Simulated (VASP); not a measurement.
The system is BeZn2Se3.

```
Be Zn Se
1.0
    -2.77475    2.77475    4.04232
     2.77475   -2.77475    4.04232
     2.77475    2.77475   -4.04232
Be Zn Se
1 2 3
Cartesian
  0.0000 0.0000 0.0000
  0.0000 2.7748 2.0212
  2.7748 0.0000 2.0212
  0.0000 2.7748 0.0000
  2.7748 0.0000 0.0000
  0.0000 0.0000 4.0423
```

The cell was built by a generator and needn't be a form met in nature.

```yaml
Program: VASP 6.6.1
Task: relaxation of cell and atoms
Functional: PBE
Potentials_or_basis: VASP PAW PBE potentials, release 64 (Be, Zn, Se)
Cutoff: 520 eV
k_mesh: 4 × 4 × 4
Occupations: gaussian, width 0.15 eV
Spin: no spin polarisation
```

At the start: pressure 22.0 GPa; volume 20.75 Å³/atom.

Where does the relaxation end?

Over 9 steps the energy falls by 867.4 meV/atom and the volume is 23.01 Å³/atom (+10.9 %); space group I4/mmm (No. 139, to 0.05 Å).

Step by step:
```
step  energy change (eV)  largest force (eV/Å)  pressure (GPa)  volume (Å³)
   1              0.0000                0.0000           22.02       124.49
   2             -4.3993                0.0000           -5.25       177.01
   3             -4.6634                0.0000           -2.57       157.58
   4             -4.6940                0.0000           -3.68       163.62
   5             -4.6972                0.0000           -3.34       162.24
   6             -5.0410                0.0000           -2.19       151.26
   7             -5.2070                0.0000            0.27       139.74
   8             -5.2071                0.0000            0.12       139.19
   9             -5.2041                0.0000            0.22       138.09
```

Final structure:
```
CELL_PARAMETERS angstrom
-2.55003 2.55003 5.30894
2.55003 -2.55003 5.30894
2.55003 2.55003 -5.30894
ATOMIC_POSITIONS crystal
Be 0.00000 0.00000 0.00000
Zn 0.75000 0.25000 0.50000
Zn 0.25000 0.75000 0.50000
Se 0.50000 0.00000 0.50000
Se 0.00000 0.50000 0.50000
Se 0.50000 0.50000 0.00000
```

Caveat: the k mesh is coarse (spacing up to 0.40 Å⁻¹), so the values aren't converged.
